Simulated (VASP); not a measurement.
Method: PBEsol GGA, VASP's PBE PAW potentials (set 64) (plane waves; VASP).

VASP input:

KPOINTS:
```
Automatic mesh
0
Gamma
7 7 7
0 0 0
```

**POSCAR**
```
MgS
1
   -0.0000000000     2.8246643831     2.8246643831
    2.8246643831    -0.0000000000     2.8246643831
    2.8246643831     2.8246643831     0.0000000000
Mg S
1 1
Direct
  0.0000000000   0.0000000000   0.0000000000
  0.7500000000   0.7500000000   0.7500000000
```

### INCAR
```
! general
SYSTEM = MgS
PREC   = Accurate
ENCUT  = 530   ! plane-wave cut-off (eV)
LREAL  = .FALSE.
LASPH  = .TRUE.   ! aspherical one-centre terms

! electronic loop
EDIFF  = 1E-7   ! SCF stop (eV)
NELM   = 100   ! most electronic steps
ALGO   = Normal

! smearing
ISMEAR = 0   ! Gaussian
SIGMA  = 0.05   ! width (eV)

! functional
GGA    = PS   ! PBEsol

! ions
IBRION = 6
NSW    = 1   ! most ionic steps
ISIF   = 3
POTIM  = 0.015   ! step
NFREE  = 2

! output
LWAVE  = .FALSE.
LCHARG = .FALSE.
```

POTCAR, in this order: Mg S (PBE.64 set). Program: vasp_std.

The run wrote:

File OSZICAR:
```
...
DAV:   2    -0.892072640388E+01    0.94229E-02   -0.17611E-02  2072   0.106E+00    0.279E-01
DAV:   3    -0.891590101328E+01    0.48254E-02   -0.12775E-02  2336   0.760E-01    0.874E-02
DAV:   4    -0.891590674325E+01   -0.57300E-05   -0.79945E-04  1880   0.237E-01    0.457E-02
DAV:   5    -0.891589481837E+01    0.11925E-04   -0.63419E-05  2616   0.547E-02    0.155E-02
DAV:   6    -0.891589343748E+01    0.13809E-05   -0.89062E-06  2024   0.223E-02    0.984E-03
DAV:   7    -0.891589392139E+01   -0.48391E-06   -0.17749E-06  2304   0.107E-02    0.327E-03
DAV:   8    -0.891589390299E+01    0.18394E-07   -0.17539E-07  1504   0.299E-03
   9 F= -.89158939E+01 E0= -.89158939E+01  d E =-.481996E-14
       N       E                     dE             d eps       ncg     rms          rms(c)
DAV:   1    -0.891933697358E+01   -0.34431E-02   -0.39070E-01  1712   0.392E+00    0.367E-01
DAV:   2    -0.891665295062E+01    0.26840E-02   -0.11132E-02  2176   0.846E-01    0.193E-01
DAV:   3    -0.891534367931E+01    0.13093E-02   -0.59081E-03  2384   0.515E-01    0.552E-02
DAV:   4    -0.891558977442E+01   -0.24610E-03   -0.47496E-04  2240   0.172E-01    0.313E-02
DAV:   5    -0.891580673299E+01   -0.21696E-03   -0.88466E-05  2504   0.639E-02    0.966E-03
DAV:   6    -0.891586660519E+01   -0.59872E-04   -0.12793E-05  2176   0.267E-02    0.699E-03
DAV:   7    -0.891588952166E+01   -0.22916E-04   -0.10223E-06  2688   0.759E-03    0.311E-03
DAV:   8    -0.891589303527E+01   -0.35136E-05   -0.11491E-07  1056   0.259E-03    0.395E-04
DAV:   9    -0.891589375057E+01   -0.71530E-06   -0.20118E-08   944   0.128E-03    0.643E-04
DAV:  10    -0.891589380144E+01   -0.50869E-07   -0.21353E-09   896   0.453E-04
  10 F= -.89158938E+01 E0= -.89158938E+01  d E =-.381060E-14
       N       E                     dE             d eps       ncg     rms          rms(c)
DAV:   1    -0.893022551048E+01   -0.14332E-01   -0.45341E-01  1760   0.428E+00    0.595E-01
DAV:   2    -0.892072500814E+01    0.95005E-02   -0.17010E-02  2144   0.104E+00    0.281E-01
DAV:   3    -0.891590849400E+01    0.48165E-02   -0.12523E-02  2320   0.752E-01    0.869E-02
DAV:   4    -0.891590701763E+01    0.14764E-05   -0.80284E-04  1944   0.235E-01    0.457E-02
DAV:   5    -0.891589414925E+01    0.12868E-04   -0.56701E-05  2672   0.517E-02    0.164E-02
DAV:   6    -0.891589343688E+01    0.71237E-06   -0.93381E-06  1912   0.228E-02    0.877E-03
DAV:   7    -0.891589389468E+01   -0.45779E-06   -0.12801E-06  2288   0.938E-03    0.450E-03
DAV:   8    -0.891589387712E+01    0.17561E-07   -0.15905E-07  1288   0.280E-03
  11 F= -.89158939E+01 E0= -.89158939E+01  d E =-.275536E-14
       N       E                     dE             d eps       ncg     rms          rms(c)
DAV:   1    -0.892345163268E+01   -0.75577E-02   -0.36457E-01  1792   0.383E+00    0.366E-01
DAV:   2    -0.891933877426E+01    0.41129E-02   -0.99287E-03  2184   0.812E-01    0.191E-01
DAV:   3    -0.891615711694E+01    0.31817E-02   -0.59240E-03  2336   0.528E-01    0.548E-02
DAV:   4    -0.891599701817E+01    0.16010E-03   -0.47209E-04  2280   0.173E-01    0.298E-02
DAV:   5    -0.891590994084E+01    0.87077E-04   -0.89132E-05  2512   0.638E-02    0.869E-03
DAV:   6    -0.891589835199E+01    0.11589E-04   -0.11580E-05  2104   0.257E-02    0.697E-03
DAV:   7    -0.891589395996E+01    0.43920E-05   -0.97333E-07  2680   0.726E-03    0.292E-03
DAV:   8    -0.891589386719E+01    0.92772E-07   -0.10535E-07  1024   0.252E-03
  12 F= -.89158939E+01 E0= -.89158939E+01  d E =-.274486E-14
       N       E                     dE             d eps       ncg     rms          rms(c)
DAV:   1    -0.893030604391E+01   -0.14412E-01   -0.43093E-01  1800   0.413E+00    0.591E-01
DAV:   2    -0.892072096584E+01    0.95851E-02   -0.16393E-02  2328   0.102E+00    0.279E-01
DAV:   3    -0.891590298958E+01    0.48180E-02   -0.12600E-02  2280   0.754E-01    0.870E-02
DAV:   4    -0.891590624235E+01   -0.32528E-05   -0.79736E-04  1928   0.234E-01    0.453E-02
DAV:   5    -0.891589459559E+01    0.11647E-04   -0.63630E-05  2664   0.547E-02    0.147E-02
DAV:   6    -0.891589344778E+01    0.11478E-05   -0.81365E-06  1976   0.215E-02    0.985E-03
DAV:   7    -0.891589392437E+01   -0.47659E-06   -0.17368E-06  2280   0.106E-02    0.284E-03
DAV:   8    -0.891589389257E+01    0.31797E-07   -0.19335E-07  1528   0.314E-03
  13 F= -.89158939E+01 E0= -.89158939E+01  d E =-.284312E-14
       N       E                     dE             d eps       ncg     rms          rms(c)
DAV:   1    -0.891953848096E+01   -0.36446E-02   -0.16554E-01  1144   0.277E+00    0.208E-01
DAV:   2    -0.891807479828E+01    0.14637E-02   -0.45614E-03  1472   0.555E-01    0.129E-01
DAV:   3    -0.891684274078E+01    0.12321E-02   -0.37940E-03  1520   0.419E-01    0.151E-02
DAV:   4    -0.891690680743E+01   -0.64067E-04   -0.32215E-04  1296   0.141E-01    0.119E-02
DAV:   5    -0.891692154058E+01   -0.14733E-04   -0.79630E-06  1592   0.223E-02    0.333E-03
DAV:   6    -0.891692641887E+01   -0.48783E-05   -0.57972E-07  1272   0.635E-03    0.244E-03
DAV:   7    -0.891692788211E+01   -0.14632E-05   -0.40805E-08   736   0.161E-03    0.130E-03
DAV:   8    -0.891692823816E+01   -0.35604E-06   -0.17261E-08   616   0.996E-04    0.200E-04
DAV:   9    -0.891692835492E+01   -0.11677E-06   -0.26089E-09   568   0.491E-04    0.108E-04
DAV:  10    -0.891692838666E+01   -0.31733E-07   -0.28314E-10   584   0.172E-04
  14 F= -.89169284E+01 E0= -.89169284E+01  d E =-.247659E-14
       N       E                     dE             d eps       ncg     rms          rms(c)
DAV:   1    -0.891682180553E+01    0.10655E-03   -0.26513E-02  1040   0.133E+00    0.100E-01
DAV:   2    -0.891689613529E+01   -0.74330E-04   -0.56215E-04  1656   0.199E-01    0.371E-02
DAV:   3    -0.891691338203E+01   -0.17247E-04   -0.50526E-05  1232   0.509E-02    0.188E-02
DAV:   4    -0.891692617447E+01   -0.12792E-04   -0.15891E-05  1448   0.314E-02    0.702E-03
DAV:   5    -0.891692844005E+01   -0.22656E-05   -0.21961E-06  1296   0.122E-02    0.370E-03
DAV:   6    -0.891692839044E+01    0.49606E-07   -0.23108E-07  1320   0.339E-03
  15 F= -.89169284E+01 E0= -.89169284E+01  d E =-.244914E-14
       N       E                     dE             d eps       ncg     rms          rms(c)
DAV:   1    -0.891599265810E+01    0.93578E-03   -0.27707E-01  1024   0.331E+00    0.184E-01
DAV:   2    -0.891697525815E+01   -0.98260E-03   -0.10500E-02  1208   0.902E-01    0.770E-02
DAV:   3    -0.891693915700E+01    0.36101E-04   -0.10660E-04  1608   0.885E-02    0.502E-02
DAV:   4    -0.891692806418E+01    0.11093E-04   -0.17200E-04  1272   0.825E-02    0.182E-02
DAV:   5    -0.891693169267E+01   -0.36285E-05   -0.18540E-05  1112   0.325E-02    0.140E-02
DAV:   6    -0.891692996301E+01    0.17297E-05   -0.24453E-06  1208   0.109E-02    0.303E-02
DAV:   7    -0.891692786447E+01    0.20985E-05   -0.60592E-06  1184   0.155E-02    0.304E-02
DAV:   8    -0.891692803766E+01   -0.17319E-06   -0.45611E-07  1104   0.554E-03    0.329E-02
DAV:   9    -0.891692794469E+01    0.92968E-07   -0.13379E-08   568   0.989E-04
  16 F= -.89169279E+01 E0= -.89169279E+01  d E =-.247739E-14
       N       E                     dE             d eps       ncg     rms          rms(c)
DAV:   1    -0.891517009574E+01    0.17579E-02   -0.73983E-01  1024   0.512E+00    0.284E-01
DAV:   2    -0.891713915574E+01   -0.19691E-02   -0.23080E-02  1200   0.133E+00    0.103E-01
DAV:   3    -0.891696836490E+01    0.17079E-03   -0.44687E-04  1560   0.166E-01    0.528E-02
DAV:   4    -0.891692907672E+01    0.39288E-04   -0.33170E-04  1208   0.116E-01    0.238E-02
DAV:   5    -0.891692820782E+01    0.86890E-06   -0.31196E-05  1112   0.474E-02    0.114E-02
DAV:   6    -0.891692770708E+01    0.50075E-06   -0.80054E-06  1152   0.213E-02    0.767E-03
DAV:   7    -0.891692763141E+01    0.75668E-07   -0.80281E-07  1176   0.706E-03
  17 F= -.89169276E+01 E0= -.89169276E+01  d E =-.247438E-14
```

### OUTCAR
```
------------------------ aborting loop because EDIFF is reached ----------------------------------------
  FORCE on cell =-STRESS in cart. coord.  units (eV):
  Direction    XX          YY          ZZ          XY          YZ          ZX
  --------------------------------------------------------------------------------------
  Total       -0.0022030      0.0001032      0.0001032      0.0000000     -0.0939059      0.0000000
  in kB       -0.0783055      0.0036686      0.0036686      0.0000000     -3.3378981      0.0000000
  external PRESSURE =      -0.0236561 kB  Pullay stress =       0.0000000 kB
  volume of cell :       45.07
      direct lattice vectors                 reciprocal lattice vectors
     0.000000000  2.824664383  2.824664383    -0.177012180  0.177012180  0.177012180
     2.824664383  0.000000000  2.824664383     0.177012180 -0.177012180  0.177012180
     2.824664383  2.824664383  0.000000000     0.177012180  0.177012180 -0.177012180
 POSITION                                       TOTAL-FORCE (eV/Angst)
 -----------------------------------------------------------------------------------
      0.00000      0.00000      0.00000        -0.084662      0.000000      0.000000
      4.22200      4.23700      4.23700         0.084662     -0.000000     -0.000000
 -----------------------------------------------------------------------------------
    total drift:                               -0.000178     -0.000000      0.000000
  FREE ENERGIE OF THE ION-ELECTRON SYSTEM (eV)
  ---------------------------------------------------
  free  energy   TOTEN  =        -8.9169276314 eV

  energy  without entropy=       -8.9169276314  energy(sigma->0) =       -8.91692763

   1 f  =    9.997163 THz    62.814025 2PiTHz  333.469450 cm-1    41.344924 meV
             X         Y         Z           dx          dy          dz
      0.000000  0.000000  0.000000     0.754013   -0.000000    0.000000
      4.236997  4.236997  4.236997    -0.656859    0.000000    0.000000

   2 f  =    9.997163 THz    62.814025 2PiTHz  333.469450 cm-1    41.344924 meV
             X         Y         Z           dx          dy          dz
      0.000000  0.000000  0.000000     0.000000    0.000000    0.754013
      4.236997  4.236997  4.236997     0.000000   -0.000000   -0.656859

   3 f  =    9.997163 THz    62.814025 2PiTHz  333.469450 cm-1    41.344924 meV
             X         Y         Z           dx          dy          dz
      0.000000  0.000000  0.000000    -0.000000   -0.754013    0.000000
      4.236997  4.236997  4.236997     0.000000    0.656859   -0.000000

   4 f/i=    0.003058 THz     0.019213 2PiTHz    0.101999 cm-1     0.012646 meV
             X         Y         Z           dx          dy          dz
      0.000000  0.000000  0.000000    -0.021599   -0.300640   -0.583621
      4.236997  4.236997  4.236997    -0.024793   -0.345107   -0.669942

   5 f/i=    0.003058 THz     0.019213 2PiTHz    0.101999 cm-1     0.012646 meV
             X         Y         Z           dx          dy          dz
      0.000000  0.000000  0.000000     0.654236    0.038638   -0.044115
      4.236997  4.236997  4.236997     0.751002    0.044353   -0.050640

   6 f/i=    0.003058 THz     0.019213 2PiTHz    0.101999 cm-1     0.012646 meV
             X         Y         Z           dx          dy          dz
      0.000000  0.000000  0.000000     0.054521   -0.582741    0.298169
      4.236997  4.236997  4.236997     0.062585   -0.668932    0.342270

 ELASTIC MODULI CONTR FROM IONIC RELAXATION (kBar)
 Direction    XX          YY          ZZ          XY          YZ          ZX
 --------------------------------------------------------------------------------
 XX          -0.0000     -0.0000     -0.0000     -0.0000     -0.0000      0.0000
 YY          -0.0000     -0.0000     -0.0000     -0.0000     -0.0000     -0.0000
 ZZ          -0.0000     -0.0000     -0.0000     -0.0000     -0.0000      0.0000
 XY          -0.0000     -0.0000     -0.0000   -248.3614      0.0000      0.0000
 YZ          -0.0000     -0.0000     -0.0000      0.0000   -248.3614      0.0000
 ZX           0.0000     -0.0000      0.0000      0.0000      0.0000   -248.3614
 --------------------------------------------------------------------------------

 TOTAL ELASTIC MODULI (kBar)
 Direction    XX          YY          ZZ          XY          YZ          ZX
 --------------------------------------------------------------------------------
 XX         714.1598    519.8952    519.8952     -0.0000     -0.0000      0.0000
 YY         519.8952    714.1598    519.8952      0.0000     -0.0000     -0.0000
 ZZ         519.8952    519.8952    714.1598     -0.0000     -0.0000      0.0000
 XY          -0.0000      0.0000     -0.0000    278.9478      0.0000      0.0000
 YZ          -0.0000     -0.0000     -0.0000      0.0000    278.9478      0.0000
 ZX           0.0000     -0.0000      0.0000      0.0000      0.0000    278.9478
 --------------------------------------------------------------------------------
```
(Selected blocks of OUTCAR.)

The structure comes from a computed database's MgS entry (F-43m); how it stands against other phases isn't given here. It was relaxed first.
